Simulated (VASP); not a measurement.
Given:

```yaml
crystal:
  lattice:
    - [0.00000, 2.74637, 2.74637]
    - [2.74637, 0.00000, 2.74637]
    - [2.74637, 2.74637, 0.00000]
  atoms:
    - { symbol: Cd, position: [0.00000, 0.00000, 0.00000] }
    - { symbol: F, position: [0.25000, 0.25000, 0.25000] }
    - { symbol: F, position: [0.75000, 0.75000, 0.75000] }
```

All values below come from PBE GGA, VASP's PBE PAW potentials (set 64) (plane waves; VASP). Numerical set-up: 520 eV cut-off, Gaussian smearing of 0.050 eV, potentials Cd F.

Problem. Give the energies of bands 3 to 14 at the high-symmetry points, in eV from the valence-band maximum.

Solution. 
```csv
band,Γ,X,U,L,W
3,-5.47,-5.22,-5.07,-5.19,-4.95
4,-5.47,-4.68,-4.78,-5.19,-4.68
5,-5.47,-4.68,-4.54,-4.44,-4.64
6,-4.50,-4.40,-4.52,-4.44,-4.55
7,-4.50,-4.26,-4.43,-4.28,-4.55
8,-0.83,-3.02,-3.20,-2.55,-3.30
9,-0.83,-2.67,-2.30,-2.03,-2.46
10,-0.83,-2.67,-2.20,-1.63,-1.41
11,-0.56,-0.40,-0.83,-1.63,-1.41
12,-0.56,-0.08,-0.28,-0.43,-0.48
13,-0.56,-0.08,-0.20,-0.43,0.00
14,2.86,7.53,7.49,6.74,7.59
```

The gap is indirect, 2.86 eV, from the valence maximum at W to the conduction minimum at Γ.

Measured: gap 7.80 eV (computed value off by -4.94 eV), as given by Giancarlo Cappellini et al., Physical Review B (2013), arXiv:1302.2571.

The compound is CdF2 in the fluorite structure. It was relaxed first, which changed the volume by +6 %.
